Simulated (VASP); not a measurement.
Input of a VASP 6.6.1 run:

Contents of INCAR:

```
ALGO = Normal
EDIFF = 1E-7
ENCUT = 520
ISIF = 2
ISMEAR = 1
LASPH = T
LCHARG = T
LELF = T
LREAL = F
LVHAR = T
LWAVE = F
NBANDS = 21
NELM = 100
PREC = Accurate
SIGMA = 0.1
```

KPOINTS

```
k-points
0
Gamma
  7 7 2
```

The input POSCAR:

```
Sb3Au
1.0
    2.9970464108      0.0000000000      0.0000000000
    0.0000000000      2.9970464108      0.0000000000
    0.0000000000      0.0000000000     11.3945942925
Sb Au
3 1
Direct
    0.0000000000      0.0000000000      0.2332916455
    0.0000000000      0.0000000000      0.5000000000
    0.0000000000      0.0000000000      0.7667083545
    0.0000000000      0.0000000000      0.0000000000
```

Potentials or basis: VASP PAW LDA potentials, release 64 (Sb, Au).

Command:

```bash
$ cat potpaw_LDA.64/Sb/POTCAR potpaw_LDA.64/Au/POTCAR > POTCAR
$ mpirun -np 1 vasp_std > vasp.out
```

Task: What does it give for the pressure?

Result: 0.3 GPa.

Task: Predict the band gap on the k mesh.

Result: None (metal or under the smearing width).

Task: Estimate the largest force.

Result: 0.019 eV/Å.

Forces on the atoms (eV/Å):
```
Sb   0.000  0.000  0.019
Sb   0.000  0.000  0.000
Sb   0.000  0.000 -0.019
Au   0.000  0.000  0.000
```

Spin-orbit coupling is left out, which matters for the levels of Au, Sb.
